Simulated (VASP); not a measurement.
Here is the system:

```
CELL_PARAMETERS angstrom
      3.99645    -2.18268    -0.00388
      3.99645     2.18268    -0.00388
      2.80785     0.00000     3.58493
ATOMIC_POSITIONS crystal
  Sb 0.23309 0.23309 0.23309
  Sb 0.76691 0.76691 0.76691
```

The numbers are results of TPSS meta-GGA, VASP's PBE PAW potentials (set 64) (plane waves; VASP 6.6.1), not measurements. Run with 520 eV cut-off, 7×7×7 Γ-centred mesh, Gaussian smearing of 0.050 eV, potentials Sb.

Q: Estimate the energy per atom (σ→0).

A: 
energy per atom (σ→0): -12.133 eV/atom

Total energies compare only between runs with the same potentials, cut-off and functional.

The compound is Sb in the a7 structure. It was relaxed first.
